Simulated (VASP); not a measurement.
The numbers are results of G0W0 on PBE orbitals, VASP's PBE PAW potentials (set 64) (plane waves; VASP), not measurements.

Input for VASP

POSCAR:
```
Si
2.71550
  0.0000000000   1.0000000000   1.0000000000
  1.0000000000   0.0000000000   1.0000000000
  1.0000000000   1.0000000000   0.0000000000
Si
2
Direct
  0.0000000000   0.0000000000   0.0000000000
  0.2500000000   0.2500000000   0.2500000000
```

**INCAR**
```
# general
SYSTEM      = Si
PREC        = Normal
ENCUT       = 350
LREAL       = F
LASPH       = T
NBANDS      = 64

# electronic loop
ALGO        = EVGW0

# smearing
ISMEAR      = 0
SIGMA       = 0.01

# functional
GGA         = PE

# output
LWAVE       = F
LCHARG      = F

# other
NELMGW      = 1
NOMEGA      = 64
ENCUTGW     = 150
NBANDSGW    = 12
LSPECTRALGW = T
```

### KPOINTS
```
Automatic mesh
0
Gamma
4 4 4
0 0 0
```

POTCAR, in this order: Si_GW (PBE.64 set). Program: vasp_std. Read from the step before: WAVECAR, WAVEDER.

The resulting files:

OSZICAR:
```
energies w=
    0.000    0.000    0.298    0.000    0.595    0.000    0.891    0.000
    1.185    0.000    1.477    0.000    1.765    0.000    2.050    0.000
    2.331    0.000    2.609    0.000    2.882    0.000    3.152    0.000
    3.418    0.000    3.680    0.000    3.939    0.000    4.195    0.000
    4.449    0.000    4.700    0.000    4.950    0.000    5.198    0.000
    5.445    0.000    5.692    0.000    5.940    0.000    6.188    0.000
    6.438    0.000    6.690    0.000    6.945    0.000    7.204    0.000
    7.467    0.000    7.736    0.000    8.011    0.000    8.294    0.000
    8.585    0.000    8.887    0.000    9.200    0.000    9.526    0.000
    9.867    0.000   10.226    0.000   10.604    0.000   11.004    0.000
   11.430    0.000   11.886    0.000   12.376    0.000   12.905    0.000
   13.481    0.000   14.110    0.000   14.803    0.000   15.570    0.000
   16.429    0.000   17.394    0.000   18.493    0.000   19.754    0.000
   21.220    0.000   22.944    0.000   25.005    0.000   27.511    0.000
   30.624    0.000   34.593    0.000   39.824    0.000   47.023    0.000
   57.539    0.000   74.318    0.000  105.238    0.000  180.933    0.000
NQ=   1    0.0000    0.0000    0.0000,
 performed         43000 updates of chi_q(r,r)
NQ=   2    0.2500    0.0000    0.0000,
 performed        129000 updates of chi_q(r,r)
NQ=   3    0.5000    0.0000    0.0000,
 performed        202000 updates of chi_q(r,r)
NQ=   4    0.2500    0.2500    0.0000,
 performed        288000 updates of chi_q(r,r)
NQ=   5    0.5000    0.2500    0.0000,
 performed        407000 updates of chi_q(r,r)
NQ=   6   -0.2500    0.2500    0.0000,
 performed        514000 updates of chi_q(r,r)
NQ=   7    0.5000    0.5000    0.0000,
 performed        578000 updates of chi_q(r,r)
NQ=   8   -0.2500    0.5000    0.2500,
 performed        660000 updates of chi_q(r,r)
 resolving degeneracies of screened two electron integrals
```

**OUTCAR**
```


 k-point   1 :       0.0000    0.0000    0.0000
  band No.  KS-energies  QP-energies   sigma(KS)   V_xc(KS)     V^pw_x(r,r')   Z            occupation Imag(sigma)

      1      -6.4646      -6.7864     -10.9192     -10.4547     -17.4960       0.6928       2.0000       1.1903
      2       5.5053       5.1782     -11.8506     -11.4204     -13.0374       0.7604       2.0000       0.0382
      3       5.5053       5.1782     -11.8506     -11.4204     -13.0374       0.7604       2.0000       0.0382
      4       5.5053       5.1782     -11.8506     -11.4204     -13.0374       0.7604       2.0000       0.0382
      5       8.0496       8.3013      -9.7686     -10.1017      -5.5790       0.7555       0.0000      -0.0701
      6       8.0496       8.3013      -9.7686     -10.1017      -5.5790       0.7555       0.0000      -0.0701
      7       8.0496       8.3013      -9.7686     -10.1017      -5.5790       0.7555       0.0000      -0.0701
      8       8.8661       9.2427     -10.5483     -11.0519      -5.8356       0.7478       0.0000      -0.0887
      9      13.2122      13.5381      -9.5733     -10.0090      -4.2032       0.7480       0.0000      -0.2171
     10      13.2122      13.5381      -9.5733     -10.0090      -4.2032       0.7480       0.0000      -0.2171
     11      13.4596      13.3007      -7.9426      -7.7352      -2.6010       0.7666       0.0000      -0.2854
     12      16.7351      16.6816      -8.3980      -8.3267      -2.2433       0.7493       0.0000      -0.5611

 k-point   2 :       0.2500    0.0000    0.0000
  band No.  KS-energies  QP-energies   sigma(KS)   V_xc(KS)     V^pw_x(r,r')   Z            occupation Imag(sigma)

      1      -5.6646      -5.9798     -11.0169     -10.5361     -17.2359       0.6557       2.0000       1.0434
      2       1.5707       1.2000     -11.2277     -10.7148     -13.7996       0.7230       2.0000       0.1258
      3       4.7417       4.4031     -11.6293     -11.1805     -12.9990       0.7546       2.0000       0.0438
      4       4.7417       4.4031     -11.6293     -11.1805     -12.9990       0.7546       2.0000       0.0438
      5       7.5232       7.7506      -9.8592     -10.1580      -5.7000       0.7608       0.0000      -0.0654
      6       8.9948       9.2477      -9.8008     -10.1369      -5.3390       0.7527       0.0000      -0.0898
      7       8.9948       9.2477      -9.8008     -10.1369      -5.3390       0.7527       0.0000      -0.0898
      8      12.4214      12.6714     -10.2662     -10.6063      -4.8111       0.7349       0.0000      -0.2184
      9      12.6890      12.9043      -9.3247      -9.6129      -4.0092       0.7471       0.0000      -0.2290
     10      12.6890      12.9043      -9.3247      -9.6129      -4.0092       0.7471       0.0000      -0.2290
     11      14.4897      14.3525      -8.0806      -7.8972      -2.4223       0.7481       0.0000      -0.3543
     12      17.3410      17.3167      -8.7376      -8.7043      -2.6091       0.7318       0.0000      -0.5330

 k-point   3 :       0.5000    0.0000    0.0000
  band No.  KS-energies  QP-energies   sigma(KS)   V_xc(KS)     V^pw_x(r,r')   Z            occupation Imag(sigma)

      1      -4.1311      -4.4621     -11.3201     -10.8566     -16.8846       0.7141       2.0000       0.8317
      2      -1.4749      -1.8502     -10.7681     -10.2275     -14.9026       0.6940       2.0000       0.3829
      3       4.3021       3.9356     -11.6430     -11.1549     -13.2482       0.7508       2.0000       0.0501
      4       4.3021       3.9356     -11.6430     -11.1549     -13.2482       0.7508       2.0000       0.0501
      5       7.0332       7.2471      -9.8542     -10.1342      -5.8131       0.7642       0.0000      -0.0600
      6       8.8263       9.0610      -9.3732      -9.6824      -4.9203       0.7589       0.0000      -0.0863
      7       8.8263       9.0610      -9.3732      -9.6824      -4.9203       0.7589       0.0000      -0.0863
      8      13.2224      13.0686      -7.9430      -7.7394      -2.3512       0.7553       0.0000      -0.2977
      9      16.0533      16.2655      -9.8794     -10.1676      -3.6493       0.7363       0.0000      -0.5348
     10      16.0533      16.2655      -9.8794     -10.1676      -3.6493       0.7363       0.0000      -0.5348
     11      16.8363      17.0268      -9.8349     -10.0954      -3.3789       0.7314       0.0000      -0.6166
     12      16.8363      17.0268      -9.8349     -10.0954      -3.3789       0.7314       0.0000      -0.6166

 k-point   4 :       0.2500    0.2500    0.0000
  band No.  KS-energies  QP-energies   sigma(KS)   V_xc(KS)     V^pw_x(r,r')   Z            occupation Imag(sigma)

      1      -5.3822      -5.7098     -11.0325     -10.5543     -17.1295       0.6851       2.0000       1.0099
      2       1.9853       1.6448     -11.7196     -11.2520     -14.1538       0.7282       2.0000       0.1120
      3       3.6073       3.2318     -11.3047     -10.8012     -13.0509       0.7460       2.0000       0.0587
      4       3.6073       3.2318     -11.3047     -10.8012     -13.0509       0.7460       2.0000       0.0587
      5       6.6194       6.7442      -9.2320      -9.3944      -5.3686       0.7688       0.0000      -0.0562
      6       8.6222       8.7690      -8.9556      -9.1477      -4.4921       0.7638       0.0000      -0.0831
      7      11.2538      11.5306     -10.3152     -10.6949      -5.2001       0.7292       0.0000      -0.1638
      8      11.2538      11.5306     -10.3152     -10.6949      -5.2001       0.7292       0.0000      -0.1638
      9      13.5655      13.8969     -10.4286     -10.8771      -4.7992       0.7390       0.0000      -0.2825
     10      14.4246      14.7273      -9.6302     -10.0325      -3.9325       0.7524       0.0000      -0.3478
     11      16.9379      16.8806      -8.6115      -8.5344      -2.5924       0.7434       0.0000      -0.4927
     12      18.4993      18.4880      -8.8803      -8.8653      -2.3034       0.7558       0.0000      -0.7976

 k-point   5 :       0.5000    0.2500    0.0000
  band No.  KS-energies  QP-energies   sigma(KS)   V_xc(KS)     V^pw_x(r,r')   Z            occupation Imag(sigma)

      1      -3.7449      -4.0705     -11.2617     -10.7972     -16.6396       0.7009       2.0000       0.7563
      2      -0.8844      -1.2359     -11.2907     -10.7924     -15.2104       0.7053       2.0000       0.3300
      3       1.9603       1.5597     -10.8125     -10.2660     -13.0235       0.7329       2.0000       0.1000
      4       3.2921       2.8985     -11.3269     -10.7963     -13.2460       0.7418       2.0000       0.0656
      5       7.0094       7.1298      -9.0670      -9.2235      -5.0510       0.7694       0.0000      -0.0607
      6       9.9434      10.0891      -9.4426      -9.6367      -4.7407       0.7508       0.0000      -0.1128
      7      11.2423      11.5062     -10.1688     -10.5259      -5.0138       0.7391       0.0000      -0.1678
      8      11.4112      11.6620      -9.8103     -10.1491      -4.6172       0.7401       0.0000      -0.1802
      9      15.7112      15.8475      -9.6958      -9.8808      -3.3766       0.7370       0.0000      -0.5025
     10      16.0365      16.2412      -9.8934     -10.1726      -3.6292       0.7332       0.0000      -0.5327
     11      17.6564      17.9107     -10.0329     -10.3770      -3.4566       0.7394       0.0000      -0.7064
     12      18.2112      18.4020      -9.8606     -10.1186      -3.3188       0.7395       0.0000      -0.6693

 k-point   6 :      -0.2500    0.2500    0.0000
  band No.  KS-energies  QP-energies   sigma(KS)   V_xc(KS)     V^pw_x(r,r')   Z            occupation Imag(sigma)

      1      -4.4197      -4.7555     -11.1820     -10.6955     -16.8456       0.6902       2.0000       0.8612
      2       0.0191      -0.3354     -11.4329     -10.9349     -14.8990       0.7119       2.0000       0.2405
      3       1.7406       1.3288     -10.6570     -10.0973     -12.9515       0.7357       2.0000       0.1101
      4       4.1719       3.8105     -11.5339     -11.0521     -13.0954       0.7501       2.0000       0.0503
      5       7.9393       8.1316      -9.3523      -9.6047      -5.0780       0.7618       0.0000      -0.0718
      6      10.2778      10.5508      -9.8224     -10.1896      -4.8050       0.7434       0.0000      -0.1430
      7      10.6369      10.8078     -10.0483     -10.2756      -5.3482       0.7514       0.0000      -0.1262
      8      11.6411      11.8531      -9.7073      -9.9945      -4.3333       0.7381       0.0000      -0.1930
      9      11.9413      12.1189      -9.2750      -9.5114      -4.2255       0.7515       0.0000      -0.1847
     10      15.1329      15.3029      -9.7945     -10.0278      -3.5229       0.7283       0.0000      -0.4619
     11      18.1193      18.1290      -8.8597      -8.8731      -2.6082       0.7303       0.0000      -0.5927
     12      18.6989      19.0011     -10.3292     -10.7323      -3.5096       0.7497       0.0000      -0.7985

 k-point   7 :       0.5000    0.5000    0.0000
  band No.  KS-energies  QP-energies   sigma(KS)   V_xc(KS)     V^pw_x(r,r')   Z            occupation Imag(sigma)

      1      -2.3180      -2.6395     -11.3337     -10.8705     -16.0268       0.6940       2.0000       0.5179
      2      -2.3180      -2.6395     -11.3337     -10.8705     -16.0268       0.6940       2.0000       0.5179
      3       2.6436       2.2281     -11.2308     -10.6644     -13.4430       0.7337       2.0000       0.0817
      4       2.6436       2.2281     -11.2308     -10.6644     -13.4430       0.7337       2.0000       0.0817
      5       6.1990       6.2761      -8.8733      -8.9728      -5.0383       0.7743       0.0000      -0.0546
      6       6.1990       6.2761      -8.8733      -8.9728      -5.0383       0.7743       0.0000      -0.0546
      7      15.6038      15.8588     -10.4178     -10.7721      -3.7000       0.7197       0.0000      -0.5479
      8      15.6038      15.8588     -10.4178     -10.7721      -3.7000       0.7197       0.0000      -0.5479
      9      16.4865      16.7203     -10.1981     -10.5139      -4.0003       0.7403       0.0000      -0.5586
...
```
(Selected blocks of OUTCAR.)

The mesh is coarse and the basis finite, so the quasiparticle values are not converged.

The compound is Si in the diamond structure. The cell was not relaxed at this level. The k-mesh is coarse (spacing up to 0.50 per Å, 2π included), so the numbers may not be converged in it.
